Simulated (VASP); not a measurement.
# TiGa11As12 (a cell with a defect) in VASP: further runs

The runs below take TiGa11As12 (a cell with a defect) through relaxation of the atoms, single point, with PBEsol+U.

Everything below comes from runs of VASP 6.6.1. Logs are shortened: lines on timing, memory, paths and dates and some standing lists are left out, and cuts for length are marked.

## 1. The crystal as given

The cell holds a defect, 24 atoms: a = 11.993 Å, b = 7.996 Å, c = 7.996 Å, α = 60.00°, β = 60.00°, γ = 60.00°.

## 2. Relaxation of the atoms, PBEsol+U, collinear spin, ferromagnetic start (atoms moved at random, drawn with an rms of 0.05 Å)

INCAR

```
SYSTEM = TiGa11As12
PREC = Accurate
ENCUT = 350
EDIFF = 1E-5
ISMEAR = 0
SIGMA = 0.03
LREAL = Auto
LASPH = .TRUE.
NELM = 120
ALGO = Normal
ISIF = 2
LWAVE = .FALSE.
LCHARG = .FALSE.
ISPIN = 2
MAGMOM = 2 0 0 0 0 0 0 0 0 0 0 0 0 0 0 0 0 0 0 0 0 0 0 0
LORBIT = 11
NUPDOWN = 2
LMAXMIX = 4
LDAU = .TRUE.
LDAUTYPE = 2
LDAUL = 2 -1 -1
LDAUU = 3 0 0
LDAUJ = 0 0 0
LDAUPRINT = 1
GGA = PS
IBRION = 2
NSW = 60
EDIFFG = -0.03
NELECT = 216.0
ISYM = 0
KPAR = 2
```

KPOINTS

```
regular mesh
0
G
  2 2 2
  0 0 0
```

POSCAR

```
TiGa11As12
1.0
    0.0000000000      8.4805500000      8.4805500000
    5.6537000000      0.0000000000      5.6537000000
    5.6537000000      5.6537000000      0.0000000000
Ti Ga As
1 11 12
Direct
   -0.0003900000     -0.0032440000     -0.0037550000
   -0.0077650000      0.0055940000      0.5065070000
   -0.0045430000      0.5117260000     -0.0000410000
    0.0002960000      0.4978580000      0.5030310000
    0.3287030000      0.0071290000      0.0001530000
    0.3291200000      0.0062780000      0.5056630000
    0.3283030000      0.5010380000      0.0049140000
    0.3316950000      0.4948660000      0.5049060000
    0.6692880000      0.0036840000     -0.0054290000
    0.6672310000     -0.0050350000      0.5011660000
    0.6666940000      0.5060680000      0.0042110000
    0.6705900000      0.4953480000      0.4984950000
    0.0843050000      0.1180060000      0.1248450000
    0.0813910000      0.1270340000      0.6230680000
    0.0803260000      0.6270510000      0.1286670000
    0.0817120000      0.6161490000      0.6288910000
    0.4131690000      0.1268000000      0.1261430000
    0.4157570000      0.1289240000      0.6256810000
    0.4195120000      0.6183200000      0.1275820000
    0.4178940000      0.6234020000      0.6303410000
    0.7532230000      0.1210210000      0.1278870000
    0.7495170000      0.1306170000      0.6287970000
    0.7508150000      0.6206160000      0.1250080000
    0.7486740000      0.6276530000      0.6251730000
```

Potentials or basis: VASP PAW PBE potentials, release 64 (Ti_sv, Ga_d, As).

The run is started by

```console
cat potpaw_PBE.64/Ti_sv/POTCAR potpaw_PBE.64/Ga_d/POTCAR potpaw_PBE.64/As/POTCAR > POTCAR
mpirun -np 4 vasp_std > vasp.out
```

OUTCAR:

```text
SYSTEM = TiGa11As12
   PREC = Accurate
   ENCUT = 350
   EDIFF = 1E-5
   ISMEAR = 0
   LREAL = Auto
   LASPH = .TRUE.
   NELM = 120
   ISIF = 2
   ISPIN = 2
   LORBIT = 11
   NUPDOWN = 2
   GGA = PS
   IBRION = 2
   NSW = 60
   EDIFFG = -0.03
   NELECT = 216.0
   ISYM = 0

 ion  position               nearest neighbor table
   1  1.000  0.997  0.996-  21 2.41  15 2.41  14 2.44  13 2.46
   2  0.992  0.006  0.507-  22 2.38  14 2.43  13 2.49  16 2.54
   3  0.995  0.512  1.000-  23 2.40  15 2.42  16 2.43  13 2.57
   4  0.000  0.498  0.503-  16 2.39  14 2.42  15 2.44  24 2.46
   5  0.329  0.007  0.000-  13 2.39  17 2.43  18 2.45  19 2.54
   6  0.329  0.006  0.506-  14 2.43  18 2.43  17 2.48  20 2.50
[... 16 lines left out ...]
  23  0.751  0.621  0.125-  11 2.36   3 2.40  12 2.44   9 2.50
  24  0.749  0.628  0.625-  10 2.40  12 2.46   4 2.46  11 2.48

IMPORTANT INFORMATION: All symmetrisations will be switched off!
NOSYMM: (Re-)initialisation of all symmetry stuff for point group C_1.

----------------------------------------------------------------------------------------

                                     Primitive cell

  volume of cell :     542.1501

  direct lattice vectors                    reciprocal lattice vectors
     0.000000000  8.480550000  8.480550000    -0.058958440  0.058958440  0.058958440
     5.653700000  0.000000000  5.653700000     0.088437660 -0.088437660  0.088437660
     5.653700000  5.653700000  0.000000000     0.088437660  0.088437660 -0.088437660

  length of vectors
    11.993308826  7.995539218  7.995539218     0.102119014  0.153178521  0.153178521

  position of ions in fractional coordinates (direct lattice)
     0.999610000  0.996756000  0.996245000
     0.992235000  0.005594000  0.506507000
     0.995457000  0.511726000  0.999959000
     0.000296000  0.497858000  0.503031000
     0.328703000  0.007129000  0.000153000
     0.329120000  0.006278000  0.505663000
[... 16 lines left out ...]
     0.750815000  0.620616000  0.125008000
     0.748674000  0.627653000  0.625173000

  ion indices of the primitive-cell ions
   primitive index   ion index
                 1           1
                 2           2
                 3           3
                 4           4
                 5           5
                 6           6
[... 16 lines left out ...]
                23          23
                24          24

----------------------------------------------------------------------------------------

 KPOINTS: regular mesh

Automatic generation of k-mesh.
 Grid dimensions read from file:
 generate k-points for:    2    2    2

 Generating k-lattice:

  Cartesian coordinates                     Fractional coordinates (reciprocal lattice)
    -0.029479220  0.029479220  0.029479220     0.500000000  0.000000000  0.000000000
     0.044218830 -0.044218830  0.044218830     0.000000000  0.500000000  0.000000000
     0.044218830  0.044218830 -0.044218830     0.000000000  0.000000000  0.500000000

  Length of vectors
     0.051059507  0.076589260  0.076589260

  Shift w.r.t. Gamma in fractional coordinates (k-lattice)
     0.000000000  0.000000000  0.000000000

 Subroutine IBZKPT returns following result:
 ===========================================

 Found      8 irreducible k-points:

 Following reciprocal coordinates:
            Coordinates               Weight
  0.000000  0.000000  0.000000      1.000000
  0.500000  0.000000  0.000000      1.000000
  0.000000  0.500000  0.000000      1.000000
  0.000000  0.000000  0.500000      1.000000
  0.500000  0.000000  0.500000      1.000000
  0.500000  0.500000  0.000000      1.000000
  0.000000  0.500000  0.500000      1.000000
  0.500000  0.500000  0.500000      1.000000
   k-points           NKPTS =      8   k-points in BZ     NKDIM =      8   number of bands    NBANDS=    130
   number of dos      NEDOS =    301   number of ions     NIONS =     24
[... 72 lines left out ...]

------------------------ aborting loop because EDIFF is reached ----------------------------------------

  FORCE on cell =-STRESS in cart. coord.  units (eV):
  Direction    XX          YY          ZZ          XY          YZ          ZX
  --------------------------------------------------------------------------------------
  -------------------------------------------------------------------------------------
  Total       14.9717547     16.2474759     16.0504692      1.3143721     -0.0746222      0.2650786
  in kB       44.2449543     48.0150018     47.4328020      3.8842698     -0.2205255      0.7833679
  external PRESSURE =      46.5642527 kB  Pullay stress =       0.0000000 kB
[... 155 lines left out ...]
  FREE ENERGIE OF THE ION-ELECTRON SYSTEM (eV)
  ---------------------------------------------------
  free  energy   TOTEN  =      -105.7015615678 eV

  energy  without entropy=     -105.7004308404  energy(sigma->0) =     -105.70099620

[... ionic steps 4 to 14 ...]

--------------------------------------- Ionic step       15  -------------------------------------------

 number of electron     216.0000009 magnetization       2.0000000

------------------------ aborting loop because EDIFF is reached ----------------------------------------
[... 105 lines left out ...]
  FREE ENERGIE OF THE ION-ELECTRON SYSTEM (eV)
  ---------------------------------------------------
  free  energy   TOTEN  =      -105.7703809205 eV

  energy  without entropy=     -105.7698287010  energy(sigma->0) =     -105.77010481

atom =   1  type =  1  l = 2

 onsite density matrix

spin component  1

  0.1323  0.0059 -0.0072 -0.0024  0.0072
  0.0059  0.1317 -0.0080  0.0059  0.0080
 -0.0072 -0.0080  0.6072 -0.0062 -0.0464
 -0.0024  0.0059 -0.0062  0.1325  0.0143
  0.0072  0.0080 -0.0464  0.0143  0.6604

spin component  2

  0.1019  0.0054  0.0047 -0.0030  0.0003
  0.0054  0.1004  0.0013  0.0053 -0.0016
  0.0047  0.0013  0.0172 -0.0023  0.0003
 -0.0030  0.0053 -0.0023  0.1019 -0.0044
  0.0003 -0.0016  0.0003 -0.0044  0.0170

 occupancies and eigenvectors

  o =  0.0166  v =  0.0000  0.0000  0.0000  0.0000  0.0000  0.0275  0.0214 -0.5595  0.0276  0.8276      0.0000  0.0000  0.0000  0.0000  0.0000  0.0000  0.0000  0.0000  0.0000  0.0000
  o =  0.0170  v =  0.0000  0.0000  0.0000  0.0000  0.0000 -0.0458 -0.0023  0.8266  0.0495  0.5587      0.0000  0.0000  0.0000  0.0000  0.0000  0.0000  0.0000  0.0000  0.0000  0.0000
  o =  0.0920  v =  0.0000  0.0000  0.0000  0.0000  0.0000  0.5227 -0.6749  0.0052  0.5206 -0.0137      0.0000  0.0000  0.0000  0.0000  0.0000  0.0000  0.0000  0.0000  0.0000  0.0000
  o =  0.1053  v =  0.0000  0.0000  0.0000  0.0000  0.0000 -0.6925  0.0179 -0.0552  0.7181 -0.0387      0.0000  0.0000  0.0000  0.0000  0.0000  0.0000  0.0000  0.0000  0.0000  0.0000
  o =  0.1074  v =  0.0000  0.0000  0.0000  0.0000  0.0000  0.4944  0.7373  0.0249  0.4584 -0.0339      0.0000  0.0000  0.0000  0.0000  0.0000  0.0000  0.0000  0.0000  0.0000  0.0000
  o =  0.1224  v = -0.5296  0.6619 -0.0026 -0.5304  0.0112  0.0000  0.0000  0.0000  0.0000  0.0000      0.0000  0.0000  0.0000  0.0000  0.0000  0.0000  0.0000  0.0000  0.0000  0.0000
  o =  0.1347  v =  0.7031 -0.0074  0.0022 -0.7110  0.0101  0.0000  0.0000  0.0000  0.0000  0.0000      0.0000  0.0000  0.0000  0.0000  0.0000  0.0000  0.0000  0.0000  0.0000  0.0000
  o =  0.1385  v =  0.4742  0.7493  0.0233  0.4608 -0.0286  0.0000  0.0000  0.0000  0.0000  0.0000      0.0000  0.0000  0.0000  0.0000  0.0000  0.0000  0.0000  0.0000  0.0000  0.0000
  o =  0.5804  v = -0.0059 -0.0065  0.8650  0.0040  0.5017  0.0000  0.0000  0.0000  0.0000  0.0000      0.0000  0.0000  0.0000  0.0000  0.0000  0.0000  0.0000  0.0000  0.0000  0.0000
  o =  0.6881  v =  0.0178  0.0201 -0.5012  0.0281  0.8645  0.0000  0.0000  0.0000  0.0000  0.0000      0.0000  0.0000  0.0000  0.0000  0.0000  0.0000  0.0000  0.0000  0.0000  0.0000

--------------------------------------- Ionic step       17  -------------------------------------------

 number of electron     216.0000010 magnetization       2.0000000

 Free energy of the ion-electron system (eV)
  ---------------------------------------------------
  ext. energy  EPLUGINS =         0.00000000
  ---------------------------------------------------
  free energy    TOTEN  =      -105.77080274 eV

  energy without entropy =     -105.77024844  energy(sigma->0) =     -105.77052559

 E-fermi :   3.9574     XC(G=0):  -9.8046

 val. band max:        4.6303980189   @ k =   0.5000   0.5000   0.5000
 cond. band min:       4.4201955855   @ k =   0.0000   0.0000   0.0000
 fundamental gap:     -0.2102024334
 Fermi energy:         4.6655259677

 spin component 1

 k-point     1 :       0.0000    0.0000    0.0000
  band No.  band energies     occupation
      1     -52.5814      1.00000
      2     -29.0483      1.00000
      3     -29.0357      1.00000
      4     -28.9639      1.00000
      5     -11.0495      1.00000
      6     -11.0380      1.00000
[... 973 lines left out ...]
    119       6.7671      0.00000
    120       7.1797      0.00000
 Fermi energy:         3.9573843459

 spin component 2

 k-point     1 :       0.0000    0.0000    0.0000
  band No.  band energies     occupation
      1     -51.3354      1.00000
      2     -27.8477      1.00000
      3     -27.8046      1.00000
      4     -27.6515      1.00000
      5     -11.0460      1.00000
      6     -11.0345      1.00000
[... 973 lines left out ...]
    119       7.1671      0.00000
    120       7.4238      0.00000
 [bands above 120 left out]

------------------------ aborting loop because EDIFF is reached ----------------------------------------

  FORCE on cell =-STRESS in cart. coord.  units (eV):
  Direction    XX          YY          ZZ          XY          YZ          ZX
  --------------------------------------------------------------------------------------
  -------------------------------------------------------------------------------------
  Total       14.3211658     14.4648764     14.4637354      0.7445099     -0.7891561      0.7384138
  in kB       42.3223156     42.7470131     42.7436412      2.2001969     -2.3321366      2.1821813
  external PRESSURE =      42.6043233 kB  Pullay stress =       0.0000000 kB
[... 39 lines left out ...]
  FREE ENERGIE OF THE ION-ELECTRON SYSTEM (eV)
  ---------------------------------------------------
  free  energy   TOTEN  =      -105.7708027449 eV

  energy  without entropy=     -105.7702484445  energy(sigma->0) =     -105.77052559

 reached required accuracy - stopping structural energy minimisation

 total charge

# of ion       s       p       d       tot
------------------------------------------
    1        2.195   6.107   1.982  10.284
    2        0.887   0.823   9.997  11.707
    3        0.887   0.823   9.997  11.707
    4        0.888   0.816   9.996  11.700
    5        0.885   0.838   9.999  11.722
    6        0.885   0.816   9.995  11.696
[... 16 lines left out ...]
   23        1.210   1.609   0.031   2.849
   24        1.212   1.603   0.030   2.845
--------------------------------------------------
tot         26.445  34.649 112.327 173.421

 magnetization (x)

# of ion       s       p       d       tot
------------------------------------------
    1        0.016   0.012   1.316   1.344
    2        0.013   0.005  -0.000   0.017
    3        0.013   0.005  -0.000   0.017
    4        0.016   0.007  -0.000   0.022
    5        0.007   0.005   0.000   0.012
    6        0.012   0.003  -0.000   0.015
[... 16 lines left out ...]
   23        0.005   0.003   0.000   0.007
   24        0.007   0.002   0.000   0.009
--------------------------------------------------
tot          0.165  -0.009   1.348   1.504
```

Wall time 52 min (4 MPI ranks of Intel Xeon Platinum 8488C (Sapphire Rapids), shared host); peak memory 0.52 GiB.

What came out:

- Free energy: -105.7708 eV
- Energy gained by relaxing: 22.6 meV/atom
- Ionic steps: 17
- Largest force after relaxing: 0.018 eV/Å
- Net moment: 2.00 μB per cell
- Site moments: Ti +1.34; Ga +0.02, +0.01; As -0.01, +0.01 μB
- Valence electrons inside the program's atomic spheres: Ti 10.28; Ga 11.71, 11.70, 11.72, 11.69; As 2.90, 2.85, 2.87

Forces in eV/Å, atoms in the order of the input:
```
Ti  -0.001  0.003  0.004
Ga   0.004  0.006  0.002
Ga  -0.002  0.007  0.004
Ga   0.003  0.006  0.007
Ga  -0.002 -0.008 -0.009
Ga  -0.004  0.007 -0.002
Ga  -0.003 -0.002  0.012
Ga  -0.004  0.006  0.004
Ga   0.011 -0.007 -0.010
Ga  -0.005  0.005  0.003
Ga   0.002  0.001  0.002
Ga   0.002 -0.003 -0.002
As   0.002 -0.010 -0.010
As   0.004  0.006  0.000
As  -0.004 -0.002 -0.003
As  -0.010  0.001  0.011
As   0.000 -0.009 -0.011
As   0.003 -0.004  0.001
As   0.002 -0.004  0.000
As  -0.010  0.002  0.004
As   0.009 -0.008 -0.014
As   0.002  0.006  0.000
As   0.006  0.003  0.002
As  -0.005 -0.002  0.004
```

Step by step:
```
step  energy change (eV)  largest force (eV/Å)  pressure (GPa)
   1              0.0000                1.1887            4.66
   2             -0.4244                0.5417            4.37
   3             -0.4726                0.4146            4.30
   4             -0.5054                0.1520            4.30
   5             -0.5103                0.2133            4.30
   6             -0.5208                0.1020            4.28
   7             -0.5239                0.1367            4.29
   8             -0.5242                0.1597            4.29
   9             -0.5311                0.1168            4.29
  10             -0.5342                0.0898            4.28
  11             -0.5339                0.1408            4.28
  12             -0.5351                0.0944            4.28
  13             -0.5397                0.0545            4.27
  14             -0.5404                0.0486            4.27
  15             -0.5414                0.0375            4.26
  16             -0.5414                0.0406            4.26
  17             -0.5419                0.0181            4.26
```

Final structure:
```xyz
24
Lattice="0.0000 8.4805 8.4805 5.6537 0.0000 5.6537 5.6537 5.6537 0.0000" Properties=species:S:1:pos:R:3 pbc="T T T"
Ti    0.0251    8.4321    8.4292
Ga    2.8208    2.8318    0.0373
Ga    2.8311    0.0482    2.8293
Ga    5.6205    2.8380    2.8255
Ga    0.0576    2.8196    2.8089
Ga    2.8155    5.6417    2.8443
Ga    2.8168    2.8551    5.6313
Ga    5.6801    5.6491    5.6381
Ga   11.3006   11.3205   11.3167
Ga    2.8711    8.4676    5.6190
Ga    2.8719    5.6290    8.4611
Ga    5.6618    8.4897    8.4825
As    1.4250    1.4149    1.4128
As    4.2073    4.2369    1.4418
As    4.2172    1.4537    4.2341
As    7.0888    4.2356    4.2236
As    1.3716    4.2651    4.2556
As    4.2814    7.0686    4.2064
As    4.2819    4.2185    7.0587
As    7.0772    7.0778    7.0667
As    1.5151    6.9980    6.9909
As    4.2343    9.9082    7.0779
As    4.2369    7.0844    9.9036
As    7.0791    9.9074    9.8981
```

Eigenvalues of the final occupation matrices:
| site | spin | trace | eigenvalues |
| --- | --- | --- | --- |
| site 1 d | 1 | 1.66 | 0.12 0.13 0.14 0.58 0.69 |
| site 1 d | 2 | 0.34 | 0.02 0.02 0.09 0.11 0.11 |

Caveat: the k mesh is coarse (spacing up to 0.48 Å⁻¹), so the values aren't converged; the cell is charged against a uniform background, so pressure and absolute levels hang on convention; the cutoff is under 1.25 times the usual one of these potentials, so pressure, stress and relaxed cells hold a basis-set (Pulay) error; the PAW data sets were made with another functional, which shifts forces and pressure a little; the total moment is fixed, so each spin has its own Fermi level; the U is typed as a test and isn't derived for this compound.

[end of part 1 of 3]
